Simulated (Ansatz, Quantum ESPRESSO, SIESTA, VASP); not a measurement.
# One structure in several programs: Tl2Rh3S2 (P1, 7 atoms in the cell)

Self-consistent single point, at a second geometry (atoms moved at random). First geometry:

```
Tl2Rh3S2
1.0
    2.84789     1.64423     4.69821
   -2.84789     1.64423     4.69821
    0.00000    -3.28845     4.69821
Tl Rh S
2 3 2
Direct
  0.00000   0.00000   0.00000
  0.50000   0.50000   0.50000
  0.50000   0.00000   0.00000
  0.00000   0.50000   0.00000
  0.00000   0.00000   0.50000
  0.71972   0.71972   0.71972
  0.28028   0.28028   0.28028
```

Second geometry:
```
Tl2Rh3S2
1.0
    2.84789     1.64423     4.69821
   -2.84789     1.64423     4.69821
    0.00000    -3.28845     4.69821
Tl Rh S
2 3 2
Direct
  0.00602   0.01768   0.99708
  0.49883   0.50072   0.49703
  0.49282   0.99412   0.99734
  0.00959   0.48434   0.00778
  0.99325   0.99534   0.50280
  0.71426   0.72335   0.71573
  0.28524   0.28445   0.28223
```

Shared settings, as Ansatz (a quantum-chemistry and plane-wave program) writes them: kpoints.mp_grid.grid = 5 5 5; scf.occupations.method = fermi_dirac; scf.occupations.width = 0.1 eV. Potentials and cutoffs stand in the table.

| code | model | ΔF from the first geometry (meV/atom) | pressure (GPa) | largest force (eV/Å) | cutoff |
|---|---|---|---|---|---|
| SIESTA | GGA PBEsol, numerical atomic orbitals DZP, PseudoDojo PBEsol standard norm-conserving potentials (rewritten from UPF to PSML) | 31.7 | -2.35 | 1.719 | grid 350 Ry |
| VASP | PBEsol, VASP's PBE PAW potentials (set 64) | 34.1 | -4.30 | 1.500 | 300 eV |
| Quantum ESPRESSO | PBEsol, GBRV 1.5 ultrasoft (PBESOL) pseudopotentials | 33.6 | -5.06 | 1.519 | 40 Ry |
| Ansatz | PBEsol, PAW files made with PBE | 33.8 | -3.81 | 1.510 | 420 eV |

Size of the force on each atom (eV/Å): Sizes of forces hide their directions.

```csv
code,Tl1,Tl2,Rh3,Rh4,Rh5,S6,S7
SIESTA,1.500,0.104,1.103,1.719,0.957,0.703,0.726
VASP,1.304,0.093,0.966,1.500,0.832,0.825,1.129
Quantum ESPRESSO,1.301,0.094,0.969,1.519,0.838,0.798,1.081
Ansatz,1.303,0.093,0.966,1.510,0.832,0.813,1.103
```

On Ansatz's run: spin-orbit coupling is off. Spin polarisation is off; with an odd number of electrons in the cell that forces a metal, and a magnetic state may lie lower.

The spread over the programs that give each value: ΔF from the first geometry within 2.4 meV/atom; pressure within 2.71 GPa; largest force within 0.219 eV/Å.

SIESTA uses small atom-centred bases, whose incompleteness enters pressures, forces and empty levels differently from a plane-wave cutoff. Ansatz's pressure is given at a fixed set of plane waves, as the other plane-wave codes print theirs; with its correction for the finite basis it is -3.76 GPa. In the pressure, SIESTA (by 1.95) lies more than 1 GPa from the median of the plane-wave programs. In the force vectors, SIESTA (by 0.554) lies more than 0.08 eV/Å from the median of the plane-wave programs.

VASP's run is marked for a possible Pulay error in its stress at this cutoff; no cutoff test was made.

The starting cell comes from a database of computed structures (which also holds hypothetical and non-ambient phases and stackings), without a prior relaxation at this level. For this run, on top of that: atoms moved at random.

Keys are those of Ansatz 0.2.
